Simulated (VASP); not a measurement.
Given:

```
CELL_PARAMETERS angstrom
      0.00000     2.84321     2.84321
      2.84321     0.00000     2.84321
      2.84321     2.84321     0.00000
ATOMIC_POSITIONS crystal
  As 0.00000 0.00000 0.00000
  In 0.50000 0.50000 0.50000
```

These are r2SCAN meta-GGA, VASP's PBE PAW potentials (set 64) (plane waves; VASP) values and carry that method's errors. Numerical set-up: 400 eV cut-off, 12×12×12 Γ-centred mesh, tetrahedra with Blöchl corrections, potentials As In_d.

Q: Give the energies of bands 7 to 12 at the high-symmetry points, in eV from the Fermi level.

A: 
```
band      Γ      X      U      L      W
----  -----  -----  -----  -----  -----
7     -0.21  -5.00  -5.23  -6.81  -4.86
8     -0.21  -2.71  -4.43   0.21  -3.94
9     -0.21  -2.39  -1.70   0.21  -3.94
10     0.10  -2.39   0.13   2.68   2.55
11     7.71   4.27   6.04   3.62   4.63
12     7.71  10.22   7.39   3.62   7.45
```

It has no gap at this level: it comes out as a metal or semimetal.

The structure was generated: InAs was put into the rocksalt type (Fm-3m), which need not be its known phase. It was relaxed first, which changed the volume by +13 %.
